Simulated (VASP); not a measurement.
# How smearing and k-mesh change a VASP run on SiO2 (Quartz), part 2 of 4

How sensitive are energy, pressure and forces of SiO2 (Quartz) to the smearing and k-mesh? The series runs use r2SCAN. The start is a cell from a database of measured crystal structures.

VASP 6.6.1; r2SCAN; plane waves and PAW (Si, O).

So far. Step 5 (Smearing: ISMEAR = 0, SIGMA = 0.2): Against the run before the energy at zero width stays within 0.01 meV an atom and the pressure within 0.01 GPa, after 13 cycles in 43 s. The entropy term T·S comes to 0.00 meV an atom in size.

### Step 6. Smearing: ISMEAR = 0, SIGMA = 0.5

Input file INCAR:

```
SYSTEM = SiO2
PREC = Accurate
ENCUT = 520
EDIFF = 1E-06
NELM = 100
ISMEAR = 0
SIGMA = 0.5
LREAL = .FALSE.
ALGO = Normal
METAGGA = R2SCAN
LASPH = .TRUE.
NBANDS = 33
LORBIT = 11
LWAVE = .FALSE.
LCHARG = .FALSE.
KPAR = 8
ISIF = 2
```

Input file POSCAR:

```
SiO2
1.0
    4.9158000000      0.0000000000      0.0000000000
   -2.4579000000      4.2572076799      0.0000000000
    0.0000000000      0.0000000000      5.4091000000
Si O
3 6
Direct
    0.5303000000      0.0000000000      0.3333333333
    0.0000000000      0.5303000000      0.6666666667
    0.4697000000      0.4697000000      0.0000000000
    0.1462000000      0.4142000000      0.8810000000
    0.5858000000      0.7320000000      0.2143333333
    0.2680000000      0.8538000000      0.5476666667
    0.4142000000      0.1462000000      0.1190000000
    0.7320000000      0.5858000000      0.7856666667
    0.8538000000      0.2680000000      0.4523333333
```

Input file KPOINTS:

```
Automatic mesh
0
Gamma
5 5 4
0 0 0
```

The projector-augmented-wave data sets are Si and O (PBE family, release 64).

On the command line:

```sh
> mpirun -np 8 vasp_std
```

What it wrote:

```text
[... set-up lines as in an earlier step ...]
 entering main loop
       N       E                     dE             d eps       ncg     rms          rms(c)
DAV:   1     0.252757365279E+03    0.25276E+03   -0.26075E+04  1122   0.138E+03
DAV:   2    -0.945293682329E+02   -0.34729E+03   -0.33488E+03  1440   0.314E+02
[... 4 cycles as in an earlier step ...]
DAV:   7    -0.893001699301E+02   -0.35929E+00   -0.28244E+00  1372   0.886E+00    0.538E+00
DAV:   8    -0.894017846201E+02   -0.10161E+00   -0.19886E-01  1364   0.310E+00    0.165E+00
DAV:   9    -0.894217785916E+02   -0.19994E-01   -0.77015E-02  1364   0.156E+00    0.467E-01
DAV:  10    -0.894226591731E+02   -0.88058E-03   -0.26261E-03  1380   0.320E-01    0.154E-01
DAV:  11    -0.894230588450E+02   -0.39967E-03   -0.38602E-04  1324   0.145E-01    0.432E-02
DAV:  12    -0.894230519868E+02    0.68582E-05   -0.15653E-05  1420   0.267E-02    0.211E-02
DAV:  13    -0.894230516266E+02    0.36026E-06   -0.40628E-06  1260   0.120E-02
   1 F= -.89423052E+02 E0= -.89423052E+02  d E =-.151519E-09
```

It took 42 s on 8 MPI ranks of AMD EPYC 7R43, shared host; peak memory 2 GiB.

Parts of OUTCAR (step 6):

```text
  Total        1.3110674      1.3110674      1.3421739      0.0000000     -0.0000000      0.0000000
  in kB       18.5563072     18.5563072     18.9965750      0.0000000     -0.0000000      0.0000000
  external PRESSURE =      18.7030632 kB  Pullay stress =       0.0000000 kB

 POSITION                                       TOTAL-FORCE (eV/Angst)
 -----------------------------------------------------------------------------------
      2.60685      0.00000      1.80303         0.015262      0.000000      0.000000
     -1.30342      2.25760      3.60607        -0.007631      0.013218      0.000000
      1.15448      1.99961      0.00000        -0.007631     -0.013218      0.000000
     -0.29937      1.76334      4.76542        -0.054334     -0.094391      0.051435
      1.08049      3.11628      1.15935         0.108912      0.000141      0.051435
     -0.78112      3.63480      2.96238        -0.054578      0.094250      0.051435
      1.67678      0.62240      0.64368        -0.054578     -0.094250     -0.051435
      2.15853      2.49387      4.24975        -0.054334      0.094391     -0.051435
      3.53839      1.14093      2.44672         0.108912     -0.000141     -0.051435
 -----------------------------------------------------------------------------------
    total drift:                                0.000027      0.000046     -0.000000

  FREE ENERGIE OF THE ION-ELECTRON SYSTEM (eV)
  ---------------------------------------------------
  free  energy   TOTEN  =       -89.4230516266 eV

[... 3 parts as in an earlier step ...]

[... 1 further part left out ...]
[key lines of the parts left out:]
E-fermi :   2.8483
```

Against the run before the energy at zero width stays within 0.01 meV an atom and the pressure within 0.01 GPa, after 13 cycles in 42 s. The entropy term T·S comes to 0.00 meV an atom in size.

### Step 7. Smearing: ISMEAR = 1, SIGMA = 0.01

INCAR: that of step 6 with these lines changed.

```diff
@@ -5,4 +5,4 @@
 NELM = 100
-ISMEAR = 0
-SIGMA = 0.5
+ISMEAR = 1
+SIGMA = 0.01
 LREAL = .FALSE.
```

POSCAR is that of step 6.

KPOINTS is that of step 6.

On the command line:

```sh
> mpirun -np 8 vasp_std
```

What it wrote:

```text
[... set-up lines as in an earlier step ...]
 entering main loop
       N       E                     dE             d eps       ncg     rms          rms(c)
DAV:   1     0.252840988226E+03    0.25284E+03   -0.26075E+04  1122   0.138E+03
[... 2 cycles as in an earlier step ...]
DAV:   4    -0.113163314709E+03   -0.18973E+00   -0.18961E+00  1412   0.881E+00
DAV:   5    -0.113166003059E+03   -0.26884E-02   -0.26527E-02  1428   0.103E+00    0.262E+01
[... 1 cycle as in an earlier step ...]
DAV:   7    -0.893001351307E+02   -0.35926E+00   -0.28244E+00  1372   0.886E+00    0.538E+00
DAV:   8    -0.894017846226E+02   -0.10165E+00   -0.19886E-01  1364   0.310E+00    0.165E+00
DAV:   9    -0.894217785917E+02   -0.19994E-01   -0.77015E-02  1364   0.156E+00    0.467E-01
DAV:  10    -0.894226243773E+02   -0.84579E-03   -0.26261E-03  1380   0.320E-01    0.154E-01
DAV:  11    -0.894230588448E+02   -0.43447E-03   -0.38602E-04  1324   0.145E-01    0.432E-02
DAV:  12    -0.894230519869E+02    0.68580E-05   -0.15653E-05  1420   0.267E-02    0.211E-02
DAV:  13    -0.894230516265E+02    0.36038E-06   -0.40633E-06  1260   0.120E-02
   1 F= -.89423052E+02 E0= -.89423052E+02  d E =0.144711E-12
```

It took 41 s on 8 MPI ranks; peak memory 2.1 GiB; 5.4 min of CPU time.

OUTCAR, selected parts (step 7):

```text
  Total        1.3110668      1.3110668      1.3421736     -0.0000000      0.0000000      0.0000000
  in kB       18.5562986     18.5562986     18.9965712     -0.0000000      0.0000000      0.0000000
  external PRESSURE =      18.7030562 kB  Pullay stress =       0.0000000 kB

[... 5 parts as in an earlier step ...]

[... 1 further part left out ...]
[key lines of the parts left out:]
E-fermi :   0.6688
```

Methfessel-Paxton smearing is not meant for a cell with a gap.

Against the first of the series the energy at zero width stays within 0.01 meV an atom and the pressure within 0.01 GPa, after 13 cycles in 41 s. The entropy term T·S comes to 0.00 meV an atom in size.

### Step 8. Smearing: ISMEAR = 1, SIGMA = 0.05

INCAR: that of step 7 with these lines changed.

```diff
@@ -6,3 +6,3 @@
 ISMEAR = 1
-SIGMA = 0.01
+SIGMA = 0.05
 LREAL = .FALSE.
```

POSCAR is that of step 7.

KPOINTS is that of step 7.

On the command line:

```sh
> mpirun -np 8 vasp_std
```

What it wrote:

```text
[... set-up lines as in an earlier step ...]
 entering main loop
       N       E                     dE             d eps       ncg     rms          rms(c)
DAV:   1     0.252840731394E+03    0.25284E+03   -0.26075E+04  1122   0.138E+03
DAV:   2    -0.945293392432E+02   -0.34737E+03   -0.33547E+03  1440   0.314E+02
DAV:   3    -0.112972954242E+03   -0.18444E+02   -0.18375E+02  1428   0.772E+01
DAV:   4    -0.113162728644E+03   -0.18977E+00   -0.18962E+00  1412   0.881E+00
[...]
DAV:  11    -0.894226528202E+02   -0.39970E-03   -0.38605E-04  1324   0.145E-01    0.432E-02
DAV:  12    -0.894226459611E+02    0.68590E-05   -0.15653E-05  1420   0.267E-02    0.211E-02
DAV:  13    -0.894226456003E+02    0.36081E-06   -0.40650E-06  1260   0.120E-02
   1 F= -.89422646E+02 E0= -.89422969E+02  d E =0.969496E-03
```

It took 42 s on 8 MPI ranks; peak memory 2.1 GiB; 5.4 min of CPU time.

Parts of OUTCAR (step 8):

```text
  Total        1.3110438      1.3110438      1.3414550     -0.0000000     -0.0000000      0.0000000
  in kB       18.5559736     18.5559736     18.9864004     -0.0000000     -0.0000000      0.0000000
  external PRESSURE =      18.6994492 kB  Pullay stress =       0.0000000 kB

 POSITION                                       TOTAL-FORCE (eV/Angst)
 -----------------------------------------------------------------------------------
      2.60685      0.00000      1.80303         0.015710      0.000000      0.000000
     -1.30342      2.25760      3.60607        -0.007855      0.013605      0.000000
      1.15448      1.99961      0.00000        -0.007855     -0.013605      0.000000
     -0.29937      1.76334      4.76542        -0.053485     -0.094423      0.052529
      1.08049      3.11628      1.15935         0.108515      0.000893      0.052529
     -0.78112      3.63480      2.96238        -0.055031      0.093531      0.052529
      1.67678      0.62240      0.64368        -0.055031     -0.093531     -0.052529
      2.15853      2.49387      4.24975        -0.053485      0.094423     -0.052529
      3.53839      1.14093      2.44672         0.108515     -0.000893     -0.052529
 -----------------------------------------------------------------------------------
    total drift:                                0.000027      0.000046     -0.000000

  FREE ENERGIE OF THE ION-ELECTRON SYSTEM (eV)
  ---------------------------------------------------
  free  energy   TOTEN  =       -89.4226456003 eV

  energy  without entropy=      -89.4236150963  energy(sigma->0) =      -89.42296877

[... 2 parts as in an earlier step ...]

[... 1 further part left out ...]
[key lines of the parts left out:]
E-fermi :   0.6469
```

Against the run before the energy at zero width moves by +0.01 meV an atom while the pressure stays within 0.01 GPa, after 13 cycles in 42 s. The entropy term T·S comes to 0.11 meV an atom in size.

### Step 9. Smearing: ISMEAR = 1, SIGMA = 0.1

INCAR: that of step 8 with these lines changed.

```diff
@@ -6,3 +6,3 @@
 ISMEAR = 1
-SIGMA = 0.05
+SIGMA = 0.1
 LREAL = .FALSE.
```

POSCAR is that of step 8.

KPOINTS is that of step 8.

On the command line:

```sh
> mpirun -np 8 vasp_std
```

What it wrote:

```text
[... set-up lines as in an earlier step ...]
 entering main loop
       N       E                     dE             d eps       ncg     rms          rms(c)
DAV:   1     0.252841619798E+03    0.25284E+03   -0.26075E+04  1122   0.138E+03
DAV:   2    -0.945293042166E+02   -0.34737E+03   -0.33550E+03  1440   0.314E+02
DAV:   3    -0.112970725108E+03   -0.18441E+02   -0.18375E+02  1428   0.772E+01
DAV:   4    -0.113160524431E+03   -0.18980E+00   -0.18964E+00  1412   0.881E+00
[...]
DAV:  11    -0.894209907223E+02   -0.39976E-03   -0.38612E-04  1324   0.145E-01    0.432E-02
DAV:  12    -0.894209838615E+02    0.68608E-05   -0.15655E-05  1420   0.267E-02    0.211E-02
DAV:  13    -0.894209835002E+02    0.36129E-06   -0.40639E-06  1260   0.120E-02
   1 F= -.89420984E+02 E0= -.89422468E+02  d E =0.445286E-02
```

Wall time 42 s (8 MPI ranks); peak memory 2 GiB; 5.5 min of CPU time.

OUTCAR, selected parts (step 9):

```text
  Total        1.3095812      1.3095812      1.3389272     -0.0000000      0.0000000      0.0000000
  in kB       18.5352722     18.5352722     18.9506228     -0.0000000      0.0000000      0.0000000
  external PRESSURE =      18.6737224 kB  Pullay stress =       0.0000000 kB

 POSITION                                       TOTAL-FORCE (eV/Angst)
 -----------------------------------------------------------------------------------
      2.60685      0.00000      1.80303         0.015662     -0.000000     -0.000000
     -1.30342      2.25760      3.60607        -0.007831      0.013564     -0.000000
      1.15448      1.99961      0.00000        -0.007831     -0.013564     -0.000000
     -0.29937      1.76334      4.76542        -0.053217     -0.094065      0.052878
      1.08049      3.11628      1.15935         0.108071      0.000945      0.052878
     -0.78112      3.63480      2.96238        -0.054854      0.093120      0.052878
      1.67678      0.62240      0.64368        -0.054854     -0.093120     -0.052878
      2.15853      2.49387      4.24975        -0.053217      0.094065     -0.052878
      3.53839      1.14093      2.44672         0.108071     -0.000945     -0.052878
 -----------------------------------------------------------------------------------
    total drift:                                0.000027      0.000046     -0.000000

  FREE ENERGIE OF THE ION-ELECTRON SYSTEM (eV)
  ---------------------------------------------------
  free  energy   TOTEN  =       -89.4209835002 eV

  energy  without entropy=      -89.4254363623  energy(sigma->0) =      -89.42246779

[... 2 parts as in an earlier step ...]

[... 1 further part left out ...]
[key lines of the parts left out:]
E-fermi :   0.6622
```

Against the run before the energy at zero width moves by +0.06 meV an atom while the pressure stays within 0.01 GPa, after 13 cycles in 42 s. The entropy term T·S comes to 0.49 meV an atom in size.

### Step 10. Smearing: ISMEAR = 1, SIGMA = 0.2

INCAR: that of step 9 with these lines changed.

```diff
@@ -6,3 +6,3 @@
 ISMEAR = 1
-SIGMA = 0.1
+SIGMA = 0.2
 LREAL = .FALSE.
```

POSCAR is that of step 9.

KPOINTS is that of step 9.

On the command line:

```sh
> mpirun -np 8 vasp_std
```

What it wrote:

```text
[... set-up lines as in an earlier step ...]
 entering main loop
       N       E                     dE             d eps       ncg     rms          rms(c)
DAV:   1     0.252841941562E+03    0.25284E+03   -0.26075E+04  1122   0.138E+03
DAV:   2    -0.945288602490E+02   -0.34737E+03   -0.33537E+03  1440   0.314E+02
DAV:   3    -0.112962644835E+03   -0.18434E+02   -0.18374E+02  1428   0.772E+01
DAV:   4    -0.113152446602E+03   -0.18980E+00   -0.18965E+00  1412   0.881E+00
[...]
DAV:  11    -0.894146801481E+02   -0.39974E-03   -0.38615E-04  1324   0.145E-01    0.432E-02
DAV:  12    -0.894146732840E+02    0.68641E-05   -0.15661E-05  1420   0.267E-02    0.211E-02
DAV:  13    -0.894146729218E+02    0.36217E-06   -0.40713E-06  1260   0.120E-02
   1 F= -.89414673E+02 E0= -.89420086E+02  d E =0.162393E-01
```

The job ended after 42 s (8 MPI ranks; peak memory 2 GiB).

From OUTCAR (step 10):

```text
  Total        1.3042686      1.3042686      1.3257340     -0.0000000      0.0000000      0.0000000
  in kB       18.4600802     18.4600802     18.7638915     -0.0000000      0.0000000      0.0000000
  external PRESSURE =      18.5613506 kB  Pullay stress =       0.0000000 kB

 POSITION                                       TOTAL-FORCE (eV/Angst)
 -----------------------------------------------------------------------------------
      2.60685      0.00000      1.80303         0.016269      0.000000     -0.000000
     -1.30342      2.25760      3.60607        -0.008135      0.014090      0.000000
      1.15448      1.99961      0.00000        -0.008135     -0.014090      0.000000
     -0.29937      1.76334      4.76542        -0.051729     -0.092775      0.052507
      1.08049      3.11628      1.15935         0.106210      0.001589      0.052507
     -0.78112      3.63480      2.96238        -0.054482      0.091186      0.052507
      1.67678      0.62240      0.64368        -0.054482     -0.091186     -0.052507
      2.15853      2.49387      4.24975        -0.051729      0.092775     -0.052507
      3.53839      1.14093      2.44672         0.106210     -0.001589     -0.052507
 -----------------------------------------------------------------------------------
    total drift:                                0.000027      0.000046     -0.000000

  FREE ENERGIE OF THE ION-ELECTRON SYSTEM (eV)
  ---------------------------------------------------
  free  energy   TOTEN  =       -89.4146729218 eV

  energy  without entropy=      -89.4309121989  energy(sigma->0) =      -89.42008601

[... 2 parts as in an earlier step ...]

[... 1 further part left out ...]
[key lines of the parts left out:]
E-fermi :   0.7069
```

Against the run before the energy at zero width moves by +0.26 meV an atom and the pressure by -0.01 GPa, after 13 cycles in 42 s. The entropy term T·S comes to 1.80 meV an atom in size.

### Step 11. Smearing: ISMEAR = 1, SIGMA = 0.5

INCAR: that of step 10 with these lines changed.

```diff
@@ -6,3 +6,3 @@
 ISMEAR = 1
-SIGMA = 0.2
+SIGMA = 0.5
 LREAL = .FALSE.
```

POSCAR is that of step 10.

KPOINTS is that of step 10.

On the command line:

```sh
> mpirun -np 8 vasp_std
```

What it wrote:

```text
[... set-up lines as in an earlier step ...]
 entering main loop
       N       E                     dE             d eps       ncg     rms          rms(c)
DAV:   1     0.252838377380E+03    0.25284E+03   -0.26075E+04  1122   0.138E+03
DAV:   2    -0.945144683050E+02   -0.34735E+03   -0.33503E+03  1440   0.314E+02
DAV:   3    -0.112915760824E+03   -0.18401E+02   -0.18343E+02  1428   0.772E+01
DAV:   4    -0.113105528581E+03   -0.18977E+00   -0.18961E+00  1412   0.881E+00
[...]
DAV:  11    -0.893762691403E+02   -0.39990E-03   -0.38670E-04  1324   0.145E-01    0.433E-02
DAV:  12    -0.893762622203E+02    0.69200E-05   -0.15761E-05  1420   0.268E-02    0.211E-02
DAV:  13    -0.893762618606E+02    0.35975E-06   -0.40829E-06  1260   0.120E-02
   1 F= -.89376262E+02 E0= -.89404897E+02  d E =0.859065E-01
```

Elapsed: 42 s, on 8 MPI ranks; peak memory 2.1 GiB; 5.5 min of CPU time.

OUTCAR, selected parts (step 11):

```text
  Total        1.2763179      1.2763179      1.2775561      0.0000000     -0.0000000      0.0000000
  in kB       18.0644775     18.0644775     18.0820016      0.0000000     -0.0000000      0.0000000
  external PRESSURE =      18.0703189 kB  Pullay stress =       0.0000000 kB

 POSITION                                       TOTAL-FORCE (eV/Angst)
 -----------------------------------------------------------------------------------
      2.60685      0.00000      1.80303         0.010183     -0.000000      0.000000
     -1.30342      2.25760      3.60607        -0.005092      0.008819      0.000000
      1.15448      1.99961      0.00000        -0.005092     -0.008819      0.000000
     -0.29937      1.76334      4.76542        -0.053377     -0.089376      0.050490
      1.08049      3.11628      1.15935         0.104091     -0.001538      0.050490
     -0.78112      3.63480      2.96238        -0.050714      0.090914      0.050490
      1.67678      0.62240      0.64368        -0.050714     -0.090914     -0.050490
      2.15853      2.49387      4.24975        -0.053377      0.089376     -0.050490
      3.53839      1.14093      2.44672         0.104091      0.001538     -0.050490
 -----------------------------------------------------------------------------------
    total drift:                                0.000027      0.000046     -0.000000

  FREE ENERGIE OF THE ION-ELECTRON SYSTEM (eV)
  ---------------------------------------------------
  free  energy   TOTEN  =       -89.3762618606 eV

  energy  without entropy=      -89.4621683315  energy(sigma->0) =      -89.40489735

[... 2 parts as in an earlier step ...]

[... 1 further part left out ...]
[key lines of the parts left out:]
E-fermi :   0.8543
```

Against the run before the energy at zero width moves by +1.69 meV an atom and the pressure by -0.05 GPa, after 13 cycles in 42 s. The entropy term T·S comes to 9.55 meV an atom in size.

### Step 12. Smearing: ISMEAR = -5

INCAR: that of step 11 with these lines changed.

```diff
@@ -5,4 +5,4 @@
 NELM = 100
-ISMEAR = 1
-SIGMA = 0.5
+ISMEAR = -5
+SIGMA = 0.05
 LREAL = .FALSE.
```

POSCAR is that of step 11.

KPOINTS is that of step 11.

On the command line:

```sh
> mpirun -np 8 vasp_std
```

What it wrote:

```text
[... set-up lines as in an earlier step ...]
 entering main loop
       N       E                     dE             d eps       ncg     rms          rms(c)
DAV:   1     0.252835371179E+03    0.25284E+03   -0.26075E+04  1122   0.138E+03
DAV:   2    -0.945293682329E+02   -0.34736E+03   -0.33643E+03  1440   0.314E+02
[... 6 cycles as in an earlier step ...]
DAV:   9    -0.894217785914E+02   -0.19994E-01   -0.77015E-02  1364   0.156E+00    0.467E-01
DAV:  10    -0.894226591728E+02   -0.88058E-03   -0.26261E-03  1380   0.320E-01    0.154E-01
[... 1 cycle as in an earlier step ...]
DAV:  12    -0.894230519868E+02    0.68580E-05   -0.15653E-05  1420   0.267E-02    0.211E-02
DAV:  13    -0.894230516265E+02    0.36029E-06   -0.40628E-06  1260   0.120E-02
   1 F= -.89423052E+02 E0= -.89423052E+02  d E =0.000000E+00
```

It took 51 s on 8 MPI ranks; peak memory 2 GiB; 5.6 min of CPU time.

Parts of OUTCAR (step 12):

```text
  Total        1.3110674      1.3110674      1.3421739      0.0000000      0.0000000      0.0000000
  in kB       18.5563071     18.5563071     18.9965752      0.0000000      0.0000000      0.0000000
  external PRESSURE =      18.7030631 kB  Pullay stress =       0.0000000 kB

 POSITION                                       TOTAL-FORCE (eV/Angst)
 -----------------------------------------------------------------------------------
      2.60685      0.00000      1.80303         0.015262     -0.000000     -0.000000
     -1.30342      2.25760      3.60607        -0.007631      0.013218      0.000000
      1.15448      1.99961      0.00000        -0.007631     -0.013218      0.000000
     -0.29937      1.76334      4.76542        -0.054334     -0.094391      0.051435
      1.08049      3.11628      1.15935         0.108912      0.000141      0.051435
     -0.78112      3.63480      2.96238        -0.054578      0.094250      0.051435
      1.67678      0.62240      0.64368        -0.054578     -0.094250     -0.051435
      2.15853      2.49387      4.24975        -0.054334      0.094391     -0.051435
      3.53839      1.14093      2.44672         0.108912     -0.000141     -0.051435
 -----------------------------------------------------------------------------------
    total drift:                                0.000027      0.000046     -0.000000

[... 4 parts as in an earlier step ...]

[... 1 further part left out ...]
[key lines of the parts left out:]
E-fermi :   0.6688
```

Against the first of the series the energy at zero width stays within 0.01 meV an atom and the pressure within 0.01 GPa, after 13 cycles in 51 s.

(Part 2 of 4 ends here.)

[Lines on the potential files, build, host, timing and source positions are cut from VASP's logs without a mark.]

[Logs are printed without paths, hosts, clocks, repeated set-up lines and the standing remarks that a program may print on its own settings, such as how far it seeks lower states.]

[Hosts, paths, dates, database ids (printed as entryN), source tags and the programs' standing remarks are cut or masked in the printed files.]

[A measured line is paired with the nearest computed mode of its activity, which favours agreement.]
